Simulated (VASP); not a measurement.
# Zn4As3 (Pm-3m) in VASP: single point with PBE

Aim: the single point of Zn4As3 with PBE.

All numbers are computed with VASP 6.6.1; they aren't measurements. Logs are shortened: lines on timing, memory, paths and dates and some standing lists are left out, and cuts for length are marked.

## 1. The structure

The structure is cubic, space group Pm-3m (No. 221). The conventional cell has a = 5.223 Å, b = 5.223 Å, c = 5.223 Å, α = 90.00°, β = 90.00°, γ = 90.00°. Zn (site symmetry 4/mmm) has 4 As at 2.61 Å as nearest neighbours. Zn (site symmetry m-3m) is surrounded by 6 As at 2.61 Å. As (site symmetry 4/mmm) is surrounded by 6 Zn at 2.61 Å.

The cell was built by a generator and needn't be a form met in nature.

## 2. Single point, PBE

Input file INCAR:

```
SYSTEM = Zn4As3
PREC = Accurate ; ENCUT = 520
EDIFF = 1E-6 ; ISMEAR = 0
SIGMA = 0.1 ; LREAL = .False.
LASPH = .True. ; NELM = 100
ALGO = Fast ; ISIF = 2
LWAVE = .False. ; LCHARG = .False.
GGA = PE ; NBANDS = 40
```

Input file KPOINTS:

```
regular mesh
0
Gamma
  8 8 8
  0 0 0
```

Input file POSCAR:

```
Zn4As3
1.0
    5.2231110008      0.0000000000      0.0000000000
    0.0000000000      5.2231110008      0.0000000000
    0.0000000000      0.0000000000      5.2231110008
Zn As
4 3
Direct
    0.5000000000      0.0000000000      0.0000000000
    0.0000000000      0.5000000000      0.0000000000
    0.0000000000      0.0000000000      0.5000000000
    0.5000000000      0.5000000000      0.5000000000
    0.0000000000      0.5000000000      0.5000000000
    0.5000000000      0.0000000000      0.5000000000
    0.5000000000      0.5000000000      0.0000000000
```

Potentials or basis: VASP PAW PBE potentials, release 64 (Zn, As).

Launch:

```sh
$ cat potpaw_PBE.64/Zn/POTCAR potpaw_PBE.64/As/POTCAR > POTCAR
$ mpirun -np 1 vasp_std > vasp.out
```

OUTCAR:

```text
SYSTEM = Zn4As3
   PREC = Accurate
   ENCUT = 520
   EDIFF = 1E-6
   ISMEAR = 0
   LREAL = .False.
   LASPH = .True.
   NELM = 100
   ISIF = 2
   GGA = PE

 ion  position               nearest neighbor table
   1  0.500  0.000  0.000-   6 2.61   7 2.61   6 2.61   7 2.61
   2  0.000  0.500  0.000-   5 2.61   7 2.61   5 2.61   7 2.61
   3  0.000  0.000  0.500-   5 2.61   6 2.61   5 2.61   6 2.61
   4  0.500  0.500  0.500-   5 2.61   6 2.61   7 2.61   7 2.61   6 2.61   5 2.61
   5  0.000  0.500  0.500-   2 2.61   3 2.61   4 2.61   2 2.61   3 2.61   4 2.61
   6  0.500  0.000  0.500-   1 2.61   3 2.61   4 2.61   1 2.61   4 2.61   3 2.61
   7  0.500  0.500  0.000-   1 2.61   2 2.61   4 2.61   4 2.61   1 2.61   2 2.61

  LATTYP: Found a simple cubic cell.
 ALAT       =     5.2231110008

  Lattice vectors:

 A1 = (   5.2231110008,   0.0000000000,   0.0000000000)
 A2 = (   0.0000000000,   5.2231110008,   0.0000000000)
 A3 = (   0.0000000000,   0.0000000000,   5.2231110008)

Analysis of symmetry for initial positions (statically):
=====================================================================
 Subroutine PRICEL returns:
 Original cell was already a primitive cell.

 Routine SETGRP: Setting up the symmetry group for a
 simple cubic supercell.

 Subroutine GETGRP returns: Found 48 space group operations
 (whereof 48 operations were pure point group operations)
 out of a pool of 48 trial point group operations.

The static configuration has the point symmetry O_h .

Analysis of symmetry for dynamics (positions and initial velocities):
=====================================================================
 Subroutine PRICEL returns:
 Original cell was already a primitive cell.

 Routine SETGRP: Setting up the symmetry group for a
 simple cubic supercell.

 Subroutine GETGRP returns: Found 48 space group operations
 (whereof 48 operations were pure point group operations)
 out of a pool of 48 trial point group operations.

The dynamic configuration has the point symmetry O_h .

 Subroutine INISYM returns: Found 48 space group operations
 (whereof 48 operations are pure point group operations),
 and found     1 'primitive' translations

----------------------------------------------------------------------------------------

                                     Primitive cell

  volume of cell :     142.4911

  direct lattice vectors                    reciprocal lattice vectors
     5.223111001  0.000000000  0.000000000     0.191456777  0.000000000  0.000000000
     0.000000000  5.223111001  0.000000000     0.000000000  0.191456777  0.000000000
     0.000000000  0.000000000  5.223111001     0.000000000  0.000000000  0.191456777

  length of vectors
     5.223111001  5.223111001  5.223111001     0.191456777  0.191456777  0.191456777

  position of ions in fractional coordinates (direct lattice)
     0.500000000  0.000000000  0.000000000
     0.000000000  0.500000000  0.000000000
     0.000000000  0.000000000  0.500000000
     0.500000000  0.500000000  0.500000000
     0.000000000  0.500000000  0.500000000
     0.500000000  0.000000000  0.500000000
     0.500000000  0.500000000  0.000000000

  ion indices of the primitive-cell ions
   primitive index   ion index
                 1           1
                 2           2
                 3           3
                 4           4
                 5           5
                 6           6
                 7           7

----------------------------------------------------------------------------------------

 KPOINTS: regular mesh

Automatic generation of k-mesh.
 Grid dimensions read from file:
 generate k-points for:    8    8    8

 Generating k-lattice:

  Cartesian coordinates                     Fractional coordinates (reciprocal lattice)
     0.023932097  0.000000000  0.000000000     0.125000000  0.000000000  0.000000000
     0.000000000  0.023932097  0.000000000     0.000000000  0.125000000  0.000000000
     0.000000000  0.000000000  0.023932097     0.000000000  0.000000000  0.125000000

  Length of vectors
     0.023932097  0.023932097  0.023932097

  Shift w.r.t. Gamma in fractional coordinates (k-lattice)
     0.000000000  0.000000000  0.000000000

 Subroutine IBZKPT returns following result:
 ===========================================

 Found     35 irreducible k-points:

 Following reciprocal coordinates:
            Coordinates               Weight
  0.000000  0.000000  0.000000      1.000000
  0.125000  0.000000  0.000000      6.000000
  0.250000  0.000000  0.000000      6.000000
  0.375000  0.000000  0.000000      6.000000
  0.500000  0.000000  0.000000      3.000000
  0.125000  0.125000  0.000000     12.000000
[... 16 lines left out ...]
  0.375000  0.375000  0.125000     24.000000
  0.500000  0.375000  0.125000     24.000000
 [... further k-points ...]
   k-points           NKPTS =     35   k-points in BZ     NKDIM =     35   number of bands    NBANDS=     40
   number of dos      NEDOS =    301   number of ions     NIONS =      7
   total plane-waves  NPLWV =  64000
   dimension x,y,z NGX =    40 NGY =   40 NGZ =   40
   dimension x,y,z NGXF=    80 NGYF=   80 NGZF=   80
   ions per type =               4   3
   NGX,Y,Z   is equivalent  to a cutoff of  12.73, 12.73, 12.73 a.u.
   NGXF,Y,Z  is equivalent  to a cutoff of  25.46, 25.46, 25.46 a.u.
 SYSTEM =  Zn4As3
   PREC   = accura    normal or accurate (medium, high low for compatibility)
   ISTART =      0    job   : 0-new  1-cont  2-samecut
   ICHARG =      2    charge: 1-file 2-atom 10-const
   ISPIN  =      1    spin polarized calculation?
   LNONCOLLINEAR =      F non collinear calculations
   LSORBIT =      F    spin-orbit coupling
   LASPH  =      T    aspherical Exc in radial PAW
   ENCUT  =  520.0 eV  38.22 Ry    6.18 a.u.   9.71  9.71  9.71*2*pi/ulx,y,z
   NELM   =    100;   NELMIN=  2; NELMDL= -5     # of ELM steps
   EDIFF  = 0.1E-05   stopping-criterion for ELM
   LREAL  =      F    real-space projection
[... 7 lines left out ...]
   TEBEG  =    0.0;   TEEND  =   0.0 temperature during run
   PSTRESS=    0.0 pullay stress
   NELECT =      63.0000    total number of electrons
   NUPDOWN=      -1.0000    fix difference up-down
   EMIN   =  10.00;   EMAX   =-10.00  energy-range for DOS
   EFERMI =   0.00;   METHOD = LEGACY
   ISMEAR =     0;   SIGMA  =   0.10  broadening in eV -4-tet -1-fermi 0-gaus
   EFERMI_NEDOS =   21; number of points for ismear=-14 and -15
   IALGO  =     68    algorithm
   IMIX   =      4    mixing-type and parameters
     AMIX     =   0.40;   BMIX     =  1.00
     AMIX_MAG =   1.60;   BMIX_MAG =  1.00
  volume/ion in A,a.u.               =      20.36       137.37
  Fermi-wavevector in a.u.,A,eV,Ry     =   1.247170  2.356810 21.162961  1.555434
  Thomas-Fermi vector in A             =   2.381315
   LORBIT       =      0    0 simple, 1 ext, 2 COOP (PROOUT), +10 PAW based schemes
   GGA     = PE    functional components
   LHFCALC =     F    Hartree Fock is set to
   AEXX    =    0.0000 exact exchange contribution
   IVDW    =     0    specifies the selected vdW correction
   LEPSILON=     F    determine dielectric tensor
   LRPA    =     F    only Hartree local field effects (RPA)
 non-spin polarized calculation
 RMM-DIIS sequential band-by-band and
 Gauss-broadening in eV      SIGMA  =   0.10
  energy-cutoff  :      520.00
  volume of cell :      142.49
 maximum number of plane-waves:      3887
 NGX is ok and might be reduce to    40
   NGX = 19   NGY = 19   NGZ = 19

 number of electron      62.9999913 magnetization

 Free energy of the ion-electron system (eV)
  ---------------------------------------------------
  ext. energy  EPLUGINS =         0.00000000
  ---------------------------------------------------
  free energy    TOTEN  =       -17.55451473 eV

  energy without entropy =      -17.54103151  energy(sigma->0) =      -17.54777312

 E-fermi :   2.8582     XC(G=0): -10.0221

 val. band max:        2.8042376078   @ k =   0.5000   0.3750   0.2500
 cond. band min:       2.9019857840   @ k =   0.5000   0.3750   0.3750
 fundamental gap:      0.0977481762
 Fermi energy:         2.8582241188

 k-point     1 :       0.0000    0.0000    0.0000
  band No.  band energies     occupation
      1      -9.6191      2.00000
      2      -7.6878      2.00000
      3      -7.6878      2.00000
      4      -4.2936      2.00000
      5      -4.2936      2.00000
      6      -4.2936      2.00000
[... 32 lines left out ...]
     39       8.0442      0.00000
     40       8.1294      0.00000

 k-point     2 :       0.1250    0.0000    0.0000
  band No.  band energies     occupation
      1      -9.5568      2.00000
      2      -7.7423      2.00000
      3      -7.6572      2.00000
      4      -4.2893      2.00000
      5      -4.2892      2.00000
      6      -4.2892      2.00000
[... 32 lines left out ...]
     39       7.8783      0.00000
     40       8.1101      0.00000

 k-point     3 :       0.2500    0.0000    0.0000
  band No.  band energies     occupation
      1      -9.3788      2.00000
      2      -7.9106      2.00000
      3      -7.5795      2.00000
      4      -4.2773      2.00000
      5      -4.2756      2.00000
      6      -4.2756      2.00000
[... 32 lines left out ...]
     39       7.4179      0.00000
     40       8.3019      0.00000

 k-point     4 :       0.3750    0.0000    0.0000
  band No.  band energies     occupation
      1      -9.1237      2.00000
      2      -8.1699      2.00000
      3      -7.4954      2.00000
      4      -4.3726      2.00000
      5      -4.3119      2.00000
      6      -4.2807      2.00000
[... 32 lines left out ...]
     39       7.4954      0.00000
     40       8.5868      0.00000
[... 772 lines left out ...]
     39       8.3912      0.00000
     40       9.0578      0.00000

 k-point    23 :       0.3750    0.3750    0.1250
  band No.  band energies     occupation
      1      -8.5743      2.00000
      2      -7.9961      2.00000
      3      -7.7560      2.00000
      4      -4.4492      2.00000
      5      -4.4233      2.00000
      6      -4.4162      2.00000
[... 32 lines left out ...]
     39       8.4363      0.00000
     40       8.6056      0.00000

 k-point    24 :       0.5000    0.3750    0.1250
  band No.  band energies     occupation
      1      -8.3800      2.00000
      2      -8.0945      2.00000
      3      -7.7852      2.00000
      4      -4.4787      2.00000
      5      -4.4628      2.00000
      6      -4.4497      2.00000
[... 32 lines left out ...]
     39       7.7886      0.00000
     40       8.7058      0.00000

 [... further k-points ...]
[... 5 lines left out ...]
  --------------------------------------------------------------------------------------
  -------------------------------------------------------------------------------------
  Total        0.2283879      0.2283879      0.2283879      0.0000000     -0.0000000      0.0000000
  in kB        2.5680050      2.5680050      2.5680050      0.0000000     -0.0000000      0.0000000
  external PRESSURE =       2.5680050 kB  Pullay stress =       0.0000000 kB

 VOLUME and BASIS-vectors are now :
 -----------------------------------------------------------------------------
  energy-cutoff  :      520.00
  volume of cell :      142.49
      direct lattice vectors                 reciprocal lattice vectors
     5.223111001  0.000000000  0.000000000     0.191456777  0.000000000  0.000000000
     0.000000000  5.223111001  0.000000000     0.000000000  0.191456777  0.000000000
     0.000000000  0.000000000  5.223111001     0.000000000  0.000000000  0.191456777

 POSITION                                       TOTAL-FORCE (eV/Angst)
 -----------------------------------------------------------------------------------
      2.61156      0.00000      0.00000         0.000000      0.000000      0.000000
      0.00000      2.61156      0.00000         0.000000      0.000000      0.000000
      0.00000      0.00000      2.61156         0.000000      0.000000      0.000000
      2.61156      2.61156      2.61156         0.000000      0.000000      0.000000
      0.00000      2.61156      2.61156         0.000000      0.000000      0.000000
      2.61156      0.00000      2.61156         0.000000      0.000000      0.000000
      2.61156      2.61156      0.00000         0.000000      0.000000      0.000000
 -----------------------------------------------------------------------------------
    total drift:                               -0.000000      0.000000     -0.000000

  FREE ENERGIE OF THE ION-ELECTRON SYSTEM (eV)
  ---------------------------------------------------
  free  energy   TOTEN  =       -17.5545147344 eV

  energy  without entropy=      -17.5410315092  energy(sigma->0) =      -17.54777312
```

Run time: 2 min. Hardware: 1 thread of Intel Xeon Platinum 8488C (Sapphire Rapids), shared host; peak memory 0.34 GiB.

What came out:

- Free energy: -17.5545 eV
- Pressure: 0.3 GPa
- Band gap on the k mesh: none (metal or under the smearing width)

Levels at points of the mesh, in eV from the Fermi level:
```csv
k point,band 30,band 31,band 32,band 33,band 34,band 35
"(0.00, 0.00, 0.00)",-1.82,-0.39,-0.39,-0.37,-0.37,-0.37
"(0.50, 0.00, 0.00)",-2.70,-0.62,-0.62,-0.38,2.24,2.86
"(0.50, 0.50, 0.00)",-2.39,0.92,1.03,1.27,2.26,3.16
"(0.50, 0.50, 0.50)",1.26,1.26,1.26,1.26,4.29,4.29
```
